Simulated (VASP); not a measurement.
These are HSE06 screened hybrid, VASP's PBE PAW potentials (set 64) (plane waves; VASP) values and carry that method's errors.

VASP input:

**KPOINTS**
```
Automatic mesh
0
G
  1 1 1
0 0 0
```

### INCAR
```
SYSTEM = C32Si32
PREC = Normal
ENCUT = 400
EDIFF = 1E-5
NELM = 50
ALGO = Normal
LREAL = Auto
LASPH = .TRUE.
ISMEAR = 0
SIGMA = 0.05
GGA = PE
LWAVE = .FALSE.
LCHARG = .FALSE.
NELMIN = 4
HFSCREEN = 0.2
AEXX = 0.25
LHFCALC = .TRUE.
PRECFOCK = Fast
ISYM = 3
ISIF = 0
LVHAR = .TRUE.
```

File POSCAR:
```
C32Si32
1
    8.7583314356     0.0000000000     0.0000000000
    0.0000000000     8.7583314356     0.0000000000
    0.0000000000     0.0000000000     8.7583314356
Si C
32 32
Direct
  0.5000000000   0.0000000000   0.0000000000
  0.7500000000   0.2500000000   0.0000000000
  0.7500000000   0.0000000000   0.2500000000
  0.0000000000   0.0000000000   0.0000000000
  0.2500000000   0.2500000000   0.0000000000
  0.5000000000   0.5000000000   0.0000000000
  0.7500000000   0.7500000000   0.0000000000
  0.2500000000   0.0000000000   0.2500000000
  0.5000000000   0.2500000000   0.2500000000
  0.7500000000   0.5000000000   0.2500000000
  0.5000000000   0.0000000000   0.5000000000
  0.7500000000   0.2500000000   0.5000000000
  0.7500000000   0.0000000000   0.7500000000
  0.0000000000   0.5000000000   0.0000000000
  0.2500000000   0.7500000000   0.0000000000
  0.0000000000   0.2500000000   0.2500000000
  0.2500000000   0.5000000000   0.2500000000
  0.5000000000   0.7500000000   0.2500000000
  0.0000000000   0.0000000000   0.5000000000
  0.2500000000   0.2500000000   0.5000000000
  0.5000000000   0.5000000000   0.5000000000
  0.7500000000   0.7500000000   0.5000000000
  0.2500000000   0.0000000000   0.7500000000
  0.5000000000   0.2500000000   0.7500000000
  0.7500000000   0.5000000000   0.7500000000
  0.0000000000   0.7500000000   0.2500000000
  0.0000000000   0.5000000000   0.5000000000
  0.2500000000   0.7500000000   0.5000000000
  0.0000000000   0.2500000000   0.7500000000
  0.2500000000   0.5000000000   0.7500000000
  0.5000000000   0.7500000000   0.7500000000
  0.0000000000   0.7500000000   0.7500000000
  0.6250000000   0.1250000000   0.1250000000
  0.8750000000   0.3750000000   0.1250000000
  0.8750000000   0.1250000000   0.3750000000
  0.1250000000   0.1250000000   0.1250000000
  0.3750000000   0.3750000000   0.1250000000
  0.6250000000   0.6250000000   0.1250000000
  0.8750000000   0.8750000000   0.1250000000
  0.3750000000   0.1250000000   0.3750000000
  0.6250000000   0.3750000000   0.3750000000
  0.8750000000   0.6250000000   0.3750000000
  0.6250000000   0.1250000000   0.6250000000
  0.8750000000   0.3750000000   0.6250000000
  0.8750000000   0.1250000000   0.8750000000
  0.1250000000   0.6250000000   0.1250000000
  0.3750000000   0.8750000000   0.1250000000
  0.1250000000   0.3750000000   0.3750000000
  0.3750000000   0.6250000000   0.3750000000
  0.6250000000   0.8750000000   0.3750000000
  0.1250000000   0.1250000000   0.6250000000
  0.3750000000   0.3750000000   0.6250000000
  0.6250000000   0.6250000000   0.6250000000
  0.8750000000   0.8750000000   0.6250000000
  0.3750000000   0.1250000000   0.8750000000
  0.6250000000   0.3750000000   0.8750000000
  0.8750000000   0.6250000000   0.8750000000
  0.1250000000   0.8750000000   0.3750000000
  0.1250000000   0.6250000000   0.6250000000
  0.3750000000   0.8750000000   0.6250000000
  0.1250000000   0.3750000000   0.8750000000
  0.3750000000   0.6250000000   0.8750000000
  0.6250000000   0.8750000000   0.8750000000
  0.1250000000   0.8750000000   0.8750000000
```

POTCAR, in this order: Si C (PBE.64 set). Program: vasp_gam. Read from the step before: WAVECAR.

What VASP printed:

OSZICAR:
```
       N       E                     dE             d eps       ncg     rms          rms(c)
DAV:   1    -0.555798733153E+03   -0.55580E+03   -0.98982E+00   322   0.783E+00    0.149E+01
DAV:   2    -0.555863819517E+03   -0.65086E-01   -0.26200E-01   340   0.114E+00    0.108E+01
DAV:   3    -0.555847223563E+03    0.16596E-01   -0.92364E-03   347   0.228E-01    0.635E+00
DAV:   4    -0.555841342486E+03    0.58811E-02   -0.28949E-03   347   0.114E-01    0.365E+00
DAV:   5    -0.555839457787E+03    0.18847E-02   -0.97382E-04   355   0.658E-02    0.208E+00
DAV:   6    -0.555838863288E+03    0.59450E-03   -0.25175E-04   355   0.363E-02    0.118E+00
DAV:   7    -0.555838665766E+03    0.19752E-03   -0.73467E-05   347   0.214E-02    0.670E-01
DAV:   8    -0.555838602162E+03    0.63604E-04   -0.20785E-05   203   0.125E-02    0.387E-01
DAV:   9    -0.555838585749E+03    0.16413E-04   -0.92428E-06   195   0.891E-03    0.219E-01
DAV:  10    -0.555838582042E+03    0.37069E-05   -0.22334E-06   195   0.441E-03
   1 F= -.55583858E+03 E0= -.55583858E+03  d E =-.971174E-13
```

**OUTCAR**
```
------------------------ aborting loop because EDIFF is reached ----------------------------------------
  volume of cell :      671.84
      direct lattice vectors                 reciprocal lattice vectors
     8.758331436  0.000000000  0.000000000     0.114176999  0.000000000  0.000000000
     0.000000000  8.758331436  0.000000000     0.000000000  0.114176999  0.000000000
     0.000000000  0.000000000  8.758331436     0.000000000  0.000000000  0.114176999
  FREE ENERGIE OF THE ION-ELECTRON SYSTEM (eV)
  ---------------------------------------------------
  free  energy   TOTEN  =      -555.8385820424 eV

  energy  without entropy=     -555.8385820424  energy(sigma->0) =     -555.83858204

  exchange ACFDT corr.  =         0.00000000  see jH, gK, PRB 81, 115126
```
(Selected blocks of OUTCAR.)

### OUTCAR
```
 val. band max:        7.3432773840   @ k =   0.0000   0.0000   0.0000

 cond. band min:       9.6163650472   @ k =   0.0000   0.0000   0.0000


 Fermi energy:         7.6054479139

 k-point     1 :       0.0000    0.0000    0.0000
  band No.  band energies     occupation
      1      -9.5196      2.00000
      2      -7.8008      2.00000
      3      -7.8008      2.00000
      4      -7.8008      2.00000
      5      -7.8007      2.00000
      6      -7.8007      2.00000
      7      -7.8007      2.00000
      8      -6.2739      2.00000
      9      -6.2739      2.00000
     10      -6.2739      2.00000
     11      -6.2739      2.00000
     12      -6.2739      2.00000
     13      -6.2739      2.00000
     14      -6.2739      2.00000
     15      -6.2739      2.00000
     16      -6.2739      2.00000
     17      -6.2738      2.00000
     18      -6.2738      2.00000
     19      -6.2738      2.00000
     20      -5.7174      2.00000
     21      -5.7174      2.00000
     22      -5.7174      2.00000
     23      -5.7174      2.00000
     24      -4.1640      2.00000
     25      -4.1640      2.00000
     26      -4.1640      2.00000
     27      -3.9297      2.00000
     28      -3.9297      2.00000
     29      -3.9297      2.00000
     30      -3.9297      2.00000
     31      -3.9297      2.00000
     32      -3.9297      2.00000
     33      -1.9249      2.00000
     34      -1.9249      2.00000
     35      -1.9249      2.00000
     36      -1.9248      2.00000
     37      -1.1457      2.00000
     38      -1.1457      2.00000
     39      -1.1457      2.00000
     40      -0.3189      2.00000
     41      -0.3189      2.00000
     42      -0.3189      2.00000
     43      -0.3189      2.00000
     44      -0.3189      2.00000
     45      -0.3189      2.00000
     46       0.8533      2.00000
     47       0.8533      2.00000
     48       0.8533      2.00000
     49       0.8534      2.00000
     50       0.8534      2.00000
     51       0.8534      2.00000
...
```

The supercell is sampled at Γ alone, which is coarse: total energies, pressure and levels can be off, energies of defects by several tenths of an eV.

The cell is a supercell, built from SiC (zinc blende). The cell's shape comes from a PBE relaxation.
